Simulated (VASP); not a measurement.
# Nb3Ir under strain

How does the pressure of Nb3Ir answer to a change of volume? The bands are shown for each cell. All runs use PBEsol. Left out of this account: 1 further run (fields: a reference on another mesh). The start is a cell from a database of measured crystal structures.

Method: PBEsol; plane waves and PAW (Nb_sv, Ir), in VASP 6.6.1.

### 1. Starting point

It takes space group Pm-3n (No. 223, cubic). Conventional cell: a = 5.134 Å, b = 5.134 Å, c = 5.134 Å, α = 90.00°, β = 90.00°, γ = 90.00°. Nearest to Nb lie 2 Nb at 2.57 Å and 4 Ir at 2.87 Å. Nearest to Ir lie 12 Nb at 2.87 Å. Farther neighbours are not listed.

Coordinates:

```cif
data_structure
_symmetry_space_group_name_H-M 'Pm-3n'
_symmetry_Int_Tables_number 223
_cell_length_a 5.1340
_cell_length_b 5.1340
_cell_length_c 5.1340
_cell_angle_alpha 90.000
_cell_angle_beta 90.000
_cell_angle_gamma 90.000
_cell_volume 135.32
loop_
_atom_site_label
_atom_site_type_symbol
_atom_site_symmetry_multiplicity
_atom_site_Wyckoff_symbol
_atom_site_fract_x
_atom_site_fract_y
_atom_site_fract_z
_atom_site_occupancy
Nb1 Nb 6 c 0.25000 0.00000 0.50000 1
Ir1 Ir 2 a 0.00000 0.00000 0.00000 1
```

### 2. Bands, cell as listed

Levels along the symmetry lines show where the bands peak and cross; KPOINTS_OPT computes them in the converged potential. PBEsol restores the gradient expansion of exchange and is tuned for the cells of solids.

INCAR reads:

```
SYSTEM = Nb3Ir
PREC = Accurate
ENCUT = 400
EDIFF = 1E-06
NELM = 100
ISMEAR = -1
SIGMA = 0.05
LREAL = .FALSE.
ALGO = Normal
GGA = PS
NBANDS = 71
LASPH = .TRUE.
LORBIT = 11
LWAVE = .FALSE.
LCHARG = .FALSE.
KPAR = 8
```

POSCAR reads:

```
Nb3Ir
1.0
    5.1340000000      0.0000000000      0.0000000000
    0.0000000000      5.1340000000      0.0000000000
    0.0000000000      0.0000000000      5.1340000000
Nb Ir
6 2
Direct
    0.2500000000      0.0000000000      0.5000000000
    0.5000000000      0.7500000000      0.0000000000
    0.7500000000      0.0000000000      0.5000000000
    0.5000000000      0.2500000000      0.0000000000
    0.0000000000      0.5000000000      0.7500000000
    0.0000000000      0.5000000000      0.2500000000
    0.0000000000      0.0000000000      0.0000000000
    0.5000000000      0.5000000000      0.5000000000
```

KPOINTS reads:

```
Automatic mesh
0
Gamma
6 6 6
0 0 0
```

KPOINTS_OPT reads:

```
Line mode
12
Line-mode
Reciprocal
  0.00000000   0.00000000   0.00000000 GAMMA
  0.00000000   0.50000000   0.00000000 X

  0.00000000   0.50000000   0.00000000 X
  0.50000000   0.50000000   0.00000000 M

  0.50000000   0.50000000   0.00000000 M
  0.00000000   0.00000000   0.00000000 GAMMA

  0.00000000   0.00000000   0.00000000 GAMMA
  0.50000000   0.50000000   0.50000000 R

  0.50000000   0.50000000   0.50000000 R
  0.00000000   0.50000000   0.00000000 X

  0.50000000   0.50000000   0.00000000 M
  0.50000000   0.50000000   0.50000000 R
```

Potentials, in the order of the species: Nb_sv and Ir (PBE family, release 64).

Command:

```console
mpirun -np 8 vasp_std
```

What it wrote:

```text
[banner, memory and clock lines left out]
running    8 mpi-ranks, on    1 nodes
 distrk:  each k-point on    1 cores,    8 groups
 distr:  one band on    1 cores,    1 groups

 POSCAR found type information on POSCAR NbIr
 POSCAR found :  2 types and       8 ions
|                                                                             |
|           W    W    AA    RRRRR   N    N  II  N    N   GGGG   !!!           |
|           W    W   A  A   R    R  NN   N  II  NN   N  G    G  !!!           |
|           W    W  A    A  R    R  N N  N  II  N N  N  G       !!!           |
|           W WW W  AAAAAA  RRRRR   N  N N  II  N  N N  G  GGG   !            |
|           WW  WW  A    A  R   R   N   NN  II  N   NN  G    G                |
|           W    W  A    A  R    R  N    N  II  N    N   GGGG   !!!           |
|                                                                             |
|     For optimal performance we recommend to set                             |
|       NCORE = 2 up to number-of-cores-per-socket                            |
|     NCORE specifies how many cores store one orbital (NPAR=cpu/NCORE).      |
|     This setting can greatly improve the performance of VASP for DFT.       |
|     The default, NCORE=1 might be grossly inefficient on modern             |
|     multi-core architectures or massively parallel machines. Do your        |
|     Unfortunately you need to use the default for GW and RPA                |
|     calculations (for HF NCORE is supported but not extensively tested      |
|     yet).                                                                   |
|                                                                             |

|                                                                             |
|               ----> ADVICE to this user running VASP <----                  |
|                                                                             |
|     You enforced a specific xc type in the INCAR file but a different       |
|     [... a line on the potential file left out ...]
|     I HOPE YOU KNOW WHAT YOU ARE DOING!                                     |
|                                                                             |

 LDA part: xc-table for (Slater+PW92), standard interpolation
 POSCAR, INCAR and KPOINTS ok, starting setup
 FFT: planning ... GRIDC
 FFT: planning ... GRID_SOFT
 FFT: planning ... GRID
 WAVECAR not read
 entering main loop
       N       E                     dE             d eps       ncg     rms          rms(c)
DAV:   1     0.109511628473E+04    0.10951E+04   -0.42727E+04  2896   0.118E+03
DAV:   2     0.276073305466E+01   -0.10924E+04   -0.10456E+04  3012   0.503E+02
DAV:   3    -0.846894923964E+02   -0.87450E+02   -0.81919E+02  4296   0.108E+02
DAV:   4    -0.936102379887E+02   -0.89207E+01   -0.87800E+01  4992   0.306E+01
DAV:   5    -0.940053896379E+02   -0.39515E+00   -0.39407E+00  4380   0.677E+00    0.253E+01
DAV:   6    -0.900593926864E+02    0.39460E+01   -0.95624E+00  3728   0.176E+01    0.871E+00
DAV:   7    -0.895829281755E+02    0.47646E+00   -0.47835E+00  4162   0.138E+01    0.700E+00
DAV:   8    -0.888352877190E+02    0.74764E+00   -0.16339E+00  3948   0.730E+00    0.256E+00
DAV:   9    -0.888403974569E+02   -0.51097E-02   -0.15883E-01  4144   0.199E+00    0.591E-01
DAV:  10    -0.888389019161E+02    0.14955E-02   -0.25153E-02  4226   0.799E-01    0.156E-01
DAV:  11    -0.888388952447E+02    0.66714E-05   -0.12178E-03  4712   0.150E-01    0.100E-01
DAV:  12    -0.888389403555E+02   -0.45111E-04   -0.15271E-04  3850   0.743E-02    0.270E-02
DAV:  13    -0.888389327935E+02    0.75620E-05   -0.16362E-05  4232   0.189E-02    0.168E-02
DAV:  14    -0.888389360853E+02   -0.32918E-05   -0.26035E-06  2536   0.110E-02    0.204E-03
DAV:  15    -0.888389361808E+02   -0.95533E-07   -0.40152E-07  1872   0.421E-03
   1 F= -.88838936E+02 E0= -.88818141E+02  d E =-.415900E-01
 Start KPOINTS_OPT (optional k-point list driver)
k-point batch [1-20\72]
       N       E                     dE             ncg
DAV:   1     0.738215629669E+04   -0.15642E+05     2880
DAV:   2    -0.146333466837E+05   -0.22016E+05     3005
DAV:   3    -0.163603499869E+05   -0.17270E+04     4336
DAV:   4    -0.165301720707E+05   -0.16982E+03     4960
DAV:   5    -0.165372127258E+05   -0.70407E+01     4382
DAV:   6    -0.165376015055E+05   -0.38878E+00     4912
DAV:   7    -0.165376254098E+05   -0.23904E-01     4346
DAV:   8    -0.165376268076E+05   -0.13978E-02     4400
DAV:   9    -0.165376268905E+05   -0.82894E-04     3634
DAV:  10    -0.165376268962E+05   -0.57203E-05     2705
DAV:  11    -0.165376268969E+05   -0.67077E-06     2265
[...]
k-point batch [61-72\72]
       N       E                     dE             ncg
DAV:   1     0.192100633510E+05   -0.24045E+05     1736
DAV:   2     0.586044867616E+04   -0.13350E+05     1863
DAV:   3     0.481986271313E+04   -0.10406E+04     2440
DAV:   4     0.469569961276E+04   -0.12416E+03     3073
DAV:   5     0.469182839493E+04   -0.38712E+01     2697
DAV:   6     0.469162952800E+04   -0.19887E+00     2936
DAV:   7     0.469162215185E+04   -0.73762E-02     2712
DAV:   8     0.469162175844E+04   -0.39341E-03     2568
DAV:   9     0.469162173739E+04   -0.21048E-04     2152
DAV:  10     0.469162173638E+04   -0.10072E-05     1720
DAV:  11     0.469162173628E+04   -0.10710E-06     1408
```

Run time: 3 min. Hardware: 8 MPI ranks of AMD EPYC 7R43, shared host; peak memory 2.5 GiB; 24 min of CPU time.

The logs omit lines about the potential files and the build; timing stands in the text.

Parts of OUTCAR (step 2):

```text
ion  position               nearest neighbor table
   1  0.250  0.000  0.500-   3 2.57   3 2.57   8 2.87   7 2.87   8 2.87   7 2.87
   2  0.500  0.750  0.000-   4 2.57   4 2.57   8 2.87   8 2.87   7 2.87   7 2.87
   3  0.750  0.000  0.500-   1 2.57   1 2.57   8 2.87   7 2.87   8 2.87   7 2.87
   4  0.500  0.250  0.000-   2 2.57   2 2.57   8 2.87   8 2.87   7 2.87   7 2.87
   5  0.000  0.500  0.750-   6 2.57   6 2.57   8 2.87   7 2.87   7 2.87   8 2.87
   6  0.000  0.500  0.250-   5 2.57   5 2.57   8 2.87   7 2.87   7 2.87   8 2.87
   7  0.000  0.000  0.000-   1 2.87   2 2.87   3 2.87   4 2.87   5 2.87   6 2.87   1 2.87   3 2.87
                             5 2.87   6 2.87   2 2.87   4 2.87
   8  0.500  0.500  0.500-   1 2.87   2 2.87   3 2.87   4 2.87   5 2.87   6 2.87   2 2.87   4 2.87
                             1 2.87   3 2.87   5 2.87   6 2.87

  LATTYP: Found a simple cubic cell.
 ALAT       =     5.1340000000

 Subroutine GETGRP returns: Found 48 space group operations
 (whereof 24 operations were pure point group operations)

The static configuration has the point symmetry T_h .
 The point group associated with its full space group is O_h .

 Found     20 irreducible k-points:

   k-points           NKPTS =     20   k-points in BZ     NKDIM =     20   number of bands    NBANDS=     71

   dimension x,y,z NGX =    36 NGY =   36 NGZ =   36
   dimension x,y,z NGXF=    72 NGYF=   72 NGZF=   72

   ENCUT  =  400.0 eV  29.40 Ry    5.42 a.u.   8.37  8.37  8.37*2*pi/ulx,y,z

   NELECT =      96.0000    total number of electrons

 k-points in reciprocal lattice and weights: Automatic mesh
   0.00000000  0.00000000  0.00000000       0.005
   0.16666667  0.00000000  0.00000000       0.028
   0.33333333  0.00000000  0.00000000       0.028
   0.50000000  0.00000000  0.00000000       0.014
   0.16666667  0.16666667  0.00000000       0.056
   0.33333333  0.16666667  0.00000000       0.111
   0.50000000  0.16666667  0.00000000       0.056
   0.33333333  0.33333333  0.00000000       0.056
   0.50000000  0.33333333  0.00000000       0.056
[...]
0.50000000  0.50000000  0.33333333       0.028
   0.50000000  0.50000000  0.50000000       0.005

 average (electrostatic) potential at core
       1 -77.0315       2 -77.0315       3 -77.0315       4 -77.0315       5 -77.0315
       6 -77.0315       7 -47.1729       8 -47.1729

 E-fermi :  11.2029

 k-point     1 :       0.0000    0.0000    0.0000
  band No.  band energies     occupation
    ...
     45       9.8334      2.00000
     46       9.8334      2.00000
     47      10.2945      2.00000
     48      10.2945      2.00000
     49      10.2945      2.00000
     50      11.8380      0.00001
     51      11.8380      0.00001
     52      12.1516      0.00000
     53      12.1516      0.00000
     54      12.1516      0.00000
    ...

 k-point     2 :       0.1667    0.0000    0.0000
  band No.  band energies     occupation
    ...
     45       9.8086      2.00000
     46       9.9683      2.00000
     47      10.0483      2.00000
     48      10.4742      2.00000
     49      10.4742      2.00000
     50      11.5978      0.00074
     51      11.9516      0.00000
     52      12.1080      0.00000
     53      12.1174      0.00000
     54      12.1174      0.00000
    ...

 k-point     3 :       0.3333    0.0000    0.0000
  band No.  band energies     occupation
    ...
     46      10.5786      1.99999
     47      10.7636      1.99969
     48      10.7636      1.99969
     49      10.8254      1.99895
     50      11.2338      0.70053
     51      11.8340      0.00001
     52      11.8340      0.00001
     53      11.8943      0.00000
     54      12.1844      0.00000
     55      13.8690      0.00000
    ...

  Total       -3.2668595     -3.2668595     -3.2668595     -0.0000000      0.0000000     -0.0000000
  in kB      -38.6788404    -38.6788404    -38.6788404     -0.0000000      0.0000000     -0.0000000
  external PRESSURE =     -38.6788404 kB  Pullay stress =       0.0000000 kB

  energy-cutoff  :      400.00
  volume of cell :      135.32
      direct lattice vectors                 reciprocal lattice vectors
     5.134000000  0.000000000  0.000000000     0.194779899  0.000000000  0.000000000
     0.000000000  5.134000000  0.000000000     0.000000000  0.194779899  0.000000000
     0.000000000  0.000000000  5.134000000     0.000000000  0.000000000  0.194779899

 POSITION                                       TOTAL-FORCE (eV/Angst)
 -----------------------------------------------------------------------------------
      1.28350      0.00000      2.56700         0.000000     -0.000000     -0.000000
      2.56700      3.85050      0.00000        -0.000000      0.000000     -0.000000
      3.85050      0.00000      2.56700        -0.000000      0.000000     -0.000000
      2.56700      1.28350      0.00000         0.000000     -0.000000      0.000000
      0.00000      2.56700      3.85050        -0.000000      0.000000      0.000000
      0.00000      2.56700      1.28350         0.000000     -0.000000      0.000000
      0.00000      0.00000      0.00000         0.000000      0.000000      0.000000
      2.56700      2.56700      2.56700         0.000000      0.000000      0.000000
 -----------------------------------------------------------------------------------
    total drift:                                0.000000      0.000000     -0.000000

  FREE ENERGIE OF THE ION-ELECTRON SYSTEM (eV)
  ---------------------------------------------------
  free  energy   TOTEN  =       -88.8389361808 eV

  energy  without entropy=      -88.7973461852  energy(sigma->0) =      -88.81814118

 total charge
# of ion       s       p       d       tot
------------------------------------------
    1        2.217   6.025   2.472  10.714
    2        2.217   6.025   2.472  10.714
    3        2.217   6.025   2.472  10.714
    4        2.217   6.025   2.472  10.714
    5        2.217   6.025   2.472  10.714
    6        2.217   6.025   2.472  10.714
    7        0.752   0.730   6.862   8.344
    8        0.752   0.730   6.862   8.344
--------------------------------------------------
tot         14.809  37.607  28.558  80.974

[... 3 further parts left out ...]
```

Spin-orbit coupling is off here; with elements this heavy it splits and shifts levels by tenths of an eV or more. The PAW data sets were made with PBE, which is usual practice but a small mismatch for other functionals. At this level the cell is under a tension of 3.9 GPa, so at these settings it is away from equilibrium.

Numbers from this step:

- SCF cycles: 15
- electrons: 96
- bands: 71
- irreducible k-points: 20
- symmetry operations: 48
- free energy (TOTEN): -88.8389 eV
- energy at zero smearing: -88.8181 eV
- Fermi energy: 11.20 eV
- pressure: -3.868 GPa
- metallic: yes

The electronic bands at the labelled points (eV, zero at the Fermi level; # counts the bands kept, so #1 is VASP's band 25):

```csv
point,#21,#22,#23,#24,#25,#26,#27,#28
Γ,-1.37,-1.37,-0.91,-0.91,-0.91,0.64,0.64,0.95
0.45 of the way,-1.41,-1.13,-0.95,-0.62,-0.62,0.26,0.82,0.85
X,-0.49,-0.49,-0.30,-0.30,0.15,0.15,0.35,0.35
0.55 of the way,-1.10,-0.76,-0.39,0.00,0.29,0.36,0.62,0.88
M,-1.08,-0.15,-0.15,-0.12,-0.12,0.82,1.17,1.38
0.55 of the way,-1.24,-1.08,-0.99,-0.71,-0.28,0.37,0.65,0.67
Γ,-1.37,-1.37,-0.91,-0.91,-0.91,0.64,0.64,0.95
0.45 of the way,-1.32,-0.96,-0.93,-0.93,0.11,0.57,0.57,0.81
R,-0.70,-0.70,-0.70,-0.70,1.27,1.27,1.27,1.27
0.45 of the way,-1.07,-1.07,0.08,0.08,0.35,0.35,0.99,0.99
X,-0.49,-0.49,-0.30,-0.30,0.15,0.15,0.35,0.35
jump to M,-1.08,-0.15,-0.15,-0.12,-0.12,0.82,1.17,1.38
0.45 of the way,-0.75,-0.56,-0.56,0.51,0.68,0.70,0.70,0.89
R,-0.70,-0.70,-0.70,-0.70,1.27,1.27,1.27,1.27
```

Of the projections kept (Nb, Ir), the largest for each band there; the rest of the weight can lie on other orbitals:

```csv
point,#21,#22,#23,#24,#25,#26,#27,#28
Γ,Nb 0.72,Nb 0.72,Nb 0.72,Nb 0.72,Nb 0.72,Nb 0.65,Nb 0.65,Nb 0.70
X,Nb 0.90,Nb 0.90,Nb 0.80,Nb 0.80,Nb 0.66,Nb 0.66,Nb 0.71,Nb 0.71
M,Nb 0.77,Ir 0.53,Ir 0.53,Nb 1.00,Nb 1.00,Nb 0.50,Nb 0.99,Nb 0.82
Γ,Nb 0.72,Nb 0.72,Nb 0.72,Nb 0.72,Nb 0.72,Nb 0.65,Nb 0.65,Nb 0.70
R,Nb 0.72,Nb 0.72,Nb 0.72,Nb 0.72,Nb 0.79,Nb 0.79,Nb 0.79,Nb 0.79
X,Nb 0.90,Nb 0.90,Nb 0.80,Nb 0.80,Nb 0.66,Nb 0.66,Nb 0.71,Nb 0.71
```

There is no gap at this level.

(Part 1 of 4 ends here.)

[Lines on the potential files, build, host, timing and source positions are cut from VASP's logs without a mark.]

[Logs are printed without paths, hosts, clocks, repeated set-up lines and the standing remarks that a program may print on its own settings, such as how far it seeks lower states.]

[Hosts, paths, dates, database ids (printed as entryN), source tags and the programs' standing remarks are cut or masked in the printed files.]

[A measured line is paired with the nearest computed mode of its activity, which favours agreement.]
